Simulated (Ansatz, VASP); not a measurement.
# Zn3SbP: VASP beside Ansatz

Wanted: the spread between two codes on one cell, functional and k mesh. The cell is invented: As first built, before any earlier steps moved the atoms: it takes the Ca3SbP structure with some of its atoms replaced by other elements, volume scaled by an estimate. It may not be a known or stable phase. The cell is taken from a series of runs on this material, whose earlier steps may have relaxed or scaled it; both programs get it as it stands.

Main program and level: Ansatz 0.2.0; plane waves, with VASP 6.6.1 beside it; electric field gradients at PBE.

### Step 1. The starting structure

Symmetry: Pm-3m, No. 221, cubic system. Conventional cell: a = 4.712 Å, b = 4.712 Å, c = 4.712 Å, α = 90.00°, β = 90.00°, γ = 90.00°. Nearest to Sb lie 12 Zn at 3.33 Å. Nearest to Zn lie 2 P at 2.36 Å and 8 Zn at 3.33 Å and 4 Sb at 3.33 Å. Nearest to P lie 6 Zn at 2.36 Å. As first built, before any earlier steps moved the atoms: sites of the Ca3SbP structure (space group 221) filled with other elements, volume scaled by an estimate. Farther neighbours are not listed.

Structure file:

```cif
data_structure
_symmetry_space_group_name_H-M 'Pm-3m'
_symmetry_Int_Tables_number 221
_cell_length_a 4.7123
_cell_length_b 4.7123
_cell_length_c 4.7123
_cell_angle_alpha 90.000
_cell_angle_beta 90.000
_cell_angle_gamma 90.000
_cell_volume 104.64
loop_
_atom_site_label
_atom_site_type_symbol
_atom_site_symmetry_multiplicity
_atom_site_Wyckoff_symbol
_atom_site_fract_x
_atom_site_fract_y
_atom_site_fract_z
_atom_site_occupancy
Sb1 Sb 1 a 0.00000 0.00000 0.00000 1
Zn1 Zn 3 c 0.00000 0.50000 0.50000 1
P1 P 1 b 0.50000 0.50000 0.50000 1
```

### Step 2. Ansatz: electric field gradients, PBE

Ansatz runs on its default PAW (the set named soft_2) files.

Field gradients test the density near the nuclei, where the PAW reconstruction matters most.

input.yaml

```yaml
crystal:
  lattice:
    - [4.7122531492, 0.0, 0.0]
    - [0.0, 4.7122531492, 0.0]
    - [0.0, 0.0, 4.7122531492]
  atoms:
    - { symbol: Sb, position: [0.0, 0.0, 0.0] }
    - { symbol: Zn, position: [0.0, 0.5, 0.5] }
    - { symbol: Zn, position: [0.5, 0.0, 0.5] }
    - { symbol: Zn, position: [0.5, 0.5, 0.0] }
    - { symbol: P, position: [0.5, 0.5, 0.5] }
hamiltonian:
  xc: pbe
  pseudopotentials: { kind: paw }
kpoints:
  mp_grid: { grid: [5, 5, 5] }
scf:
  occupations: { method: fermi_dirac, width: 0.05 }
  n_extra_bands: 5
output:
  forces: true
  stress: true
  eigenvalues: true
  efg: {}
```

On the command line:

```
> ansatz run input.yaml --threads 2 --pin off --max-ram 4608MiB --backend cpu --events-out ev --progress --plain --runs-dir out
```

Numbers of over 12 decimals in the logs are rounded to 6 here.

Output:

```text
scf.n_extra_bands = 5 over 28 filled bands (N_el = 56.0): the run solves 33 bands
Sb: output.efg is read without spin–orbit coupling, which moves field gradients at and beside such atoms by some per cent and up to a factor of two; PAW files take it under magnetization.noncollinear and magnetization.spin_orbit
Engine: ansatz 0.2.0, x86_64-unknown-linux-gnu
Pseudopotentials: kind: paw
Pseudopotential: Sb, paw, valence charge 15, recommended cutoff 420 eV (normal), Sb.paw.azcp
Pseudopotential: Zn, paw, valence charge 12, recommended cutoff 420 eV (normal), Zn.paw.azcp
Pseudopotential: P, paw, valence charge 5, recommended cutoff 420 eV (normal), P.paw.azcp
Functional definition: PBE
  parameter kappa = 0.804
  parameter beta = 0.066725
  exchange = pbe_x(kappa = kappa, mu = beta*pi^2/3)
  correlation = pbe_c(beta = beta)
Crystal: 5 atoms, lattice volume = 104.637 Å³
Basis set: ecut = 420 eV, 2103 PW (Γ), exchange–correlation on 64×64×64 points (8 copies of the dense FFT grid, shifted against one another)
Bands: 33, of which v1, the nominal top of the filled ones, is band 28 counted from 1 (27 counted from 0)
Symmetry: 48 space group operations
Space group: Pm-3m (ITA 221), of the structure as read, at distance tolerance 4.7e-5 Å
k-points: 10 of 125
Non-local potential: Sb, projectors of the file, l = 0: 2, l = 1: 2, l = 2: 2, l = 3: 2
Non-local potential: Zn, projectors of the file, l = 0: 2, l = 1: 2, l = 2: 3, l = 3: 1
Non-local potential: P, projectors of the file, l = 0: 2, l = 1: 2, l = 2: 2
PAW form: soft (Blöchl's): semilocal exchange-correlation on the pseudo side does not see the compensation charge
PAW one-centre angular grid: Sb, 590 points (default); XC on 64 Gauss nodes
PAW one-centre angular grid: Zn, 590 points (default); XC on 64 Gauss nodes
PAW one-centre angular grid: P, 110 points (default); XC on 64 Gauss nodes
Initial density: superposition of atomic densities (neutral atoms: chi_scale 0, normalization atom), corrected by the library's trained network
Initial wavefunctions: pseudopotential atomic-orbital guess
Functional: x = pbe(κ = 0.804, μ = 0.219515), c = pbe(β = 0.066725)
SCF iter   1: F=—  HF=-17195.855556 eV  |F-HF|=—  |Δ(HF+E_count)|=         —  Δρ=3.15e-3  dr2=2.91e-2  ethr=1.77e-3  ⟨swp⟩=8.6  Hψ=1648  notcnv=0
preconditioner: auto → Kerker (q_TF=auto, 2.458 Å⁻¹)  [metal: Δε(μ)=0.066 eV  Ē_g=8.912 eV  σ=0.050 eV  W_gap=0.29  n_scr=26 (ndim 8)  ℏωp=24.6 eV  f_vac=0.000  D(μ)=5.37/eV (n_scr^D=56)]
SCF iter   2: F=—  HF=-17195.850923 eV  |F-HF|=—  |Δ(HF+E_count)|=   4.63e-3  Δρ=1.75e-3  dr2=5.62e-3  ethr=5.19e-5  ⟨swp⟩=2.0  Hψ=474  notcnv=0
SCF iter   3: F=—  HF=-17195.850441 eV  |F-HF|=—  |Δ(HF+E_count)|=   4.82e-4  Δρ=7.22e-4  dr2=8.41e-4  ethr=1.00e-5  ⟨swp⟩=2.9  Hψ=569  notcnv=0
SCF iter   4: F=—  HF=-17195.850410 eV  |F-HF|=—  |Δ(HF+E_count)|=   3.09e-5  Δρ=5.27e-4  dr2=2.39e-4  ethr=1.50e-6  ⟨swp⟩=2.0  Hψ=539  notcnv=0  defer=1
SCF iter   5: F=—  HF=-17195.850365 eV  |F-HF|=—  |Δ(HF+E_count)|=   4.52e-5  Δρ=1.71e-4  dr2=4.89e-5  ethr=4.27e-7  ⟨swp⟩=2.0  Hψ=513  notcnv=0  defer=1
SCF iter   6: F=—  HF=-17195.850322 eV  |F-HF|=—  |Δ(HF+E_count)|=   4.27e-5  Δρ=6.28e-5  dr2=3.88e-6  ethr=8.73e-8  ⟨swp⟩=2.0  Hψ=556  notcnv=0  defer=1
SCF iter   7: F=—  HF=-17195.850323 eV  |F-HF|=—  |Δ(HF+E_count)|=   6.39e-7  Δρ=1.50e-5  dr2=2.61e-7  ethr=6.92e-9  ⟨swp⟩=2.0  Hψ=612  notcnv=0  defer=1
SCF iter   8: F=-17195.850323 eV  HF=-17195.850323 eV  |F-HF|=6.41e-9  |Δ(HF+E_count)|=   3.26e-8  Δρ=4.58e-6  dr2=1.48e-8  ethr=1.79e-10  ⟨swp⟩=6.4  Hψ=1417  notcnv=0
SCF 1 converged in 8 iterations: F = -17195.850323 eV  dr2 = 1.48e-8
  greatest PAW one-centre occupation: 0.995 electrons in one spin orbital (limit 2), on the Sb atom at site 0 (counted from 0), in its partial waves of l = 2
SCF converged after 8 iterations
Free energy (F): -17195.850323 eV
Harris-Foulkes:  -17195.850323 eV  (|F-HF|=6.41e-9)
Internal energy: -17195.806128 eV  (E = F + TS)
E sigma→0 (E₀):  -17195.828225 eV
Entropy (-TS):   -0.044195 eV (-8.839 meV/atom)
Fermi energy:    8.352303 eV
--- Per-component energies (eV) ---
  E_band       = -105.435411
  E_kinetic    = 667.942864
  E_local      = -6871.058373  (includes V_loc(G=0)·N_el)
  E_nonlocal   = 2235.506970
  E_hartree    = 2930.581300
  E_xc         = -609.473134
  E_vxc        = -309.993744  (∫ρ·V_xc dr)
  E_paw        = -10625.995512  (= ΣΔE_a)
  E_vpaw       = -1688.998566  (= ΣTr[D̂ρ^β])
  E_aug_tail   = -0.001079  (compensation charges beyond the density's cutoff)
  E_ewald      = -4923.309164
  E_smearing   = -0.044195  (= −TS)
  E_closure    = 0.000000  (closes the sum)
  Σ components = -17195.850323   (vs F -17195.850323, Δ=0.00e0)
--- Forces (eV/Å), atoms counted from 1 ---
  atom   1  Sb     0.00000000     0.00000000    -0.00000000
  atom   2  Zn     0.00000000     0.00000000     0.00000000
  atom   3  Zn     0.00000000    -0.00000000     0.00000000
  atom   4  Zn     0.00000000     0.00000000     0.00000000
  atom   5  P      0.00000000    -0.00000000    -0.00000000
  max |Σ_I F_I| component: 9.79e-29 eV/Å
--- Stress (GPa, compression-positive) ---
        0.095719      -0.000000      -0.000000
       -0.000000       0.095719       0.000000
       -0.000000       0.000000       0.095719
  P = ⅓ Tr σ = 0.0957 GPa (0.957 kbar)
--- PAW observables at the nuclei: V_zz in 10²¹ V/m², potentials from the cell's mean, atoms counted from 1 ---
  atom   1  Sb V_zz =    -0.000000   η = 0.0000   by run symmetry: forbidden
            electrostatic potential = -8408.567709 V   contact ρ = none
  atom   2  Zn V_zz =    -7.294027   η = 0.0000   by run symmetry: allowed
            electrostatic potential = -3943.392777 V   contact ρ = none
  atom   3  Zn V_zz =    -7.294027   η = 0.0000   by run symmetry: allowed
            electrostatic potential = -3943.392777 V   contact ρ = none
  atom   4  Zn V_zz =    -7.294027   η = 0.0000   by run symmetry: allowed
            electrostatic potential = -3943.392777 V   contact ρ = none
  atom   5  P  V_zz =    +0.000000   η = 0.0000   by run symmetry: forbidden
            electrostatic potential = -1495.711395 V   contact ρ = none
--- Band table (eV; the first three rows and the last of 10) ---
  k-point 0: bands = [... 24 lower, 4.1057, 6.9825, 6.9825, 8.4455, 8.4455, 8.4455, 9.1359, 13.6522, ... 1 higher]
  k-point 1: bands = [... 24 lower, 4.3370, 6.7789, 7.1192, 8.2733, 8.2733, 8.6238, 10.8094, 12.2252, ... 1 higher]
  k-point 2: bands = [... 24 lower, 4.7724, 5.6888, 7.4004, 7.8373, 7.8373, 10.9520, 11.3039, 12.4401, ... 1 higher]
  k-point 9: bands = [... 24 lower, 3.6389, 5.7579, 5.7579, 6.4735, 11.6534, 11.8580, 11.8580, 13.8389, ... 1 higher]
```

The column dr2 measures how far the density is from self-consistency, as an energy; F and HF (Harris–Foulkes) agree once it is small.

The run ends at a pressure of 0.10 GPa.

(Continued in part 2 of 2.)

[Lines on the potential files, build, host, timing and source positions are cut from VASP's logs without a mark.]

[Logs are printed without paths, hosts, clocks, repeated set-up lines and the standing remarks that a program may print on its own settings, such as how far it seeks lower states.]

[Hosts, paths, dates, database ids (printed as entryN), source tags and the programs' standing remarks are cut or masked in the printed files.]
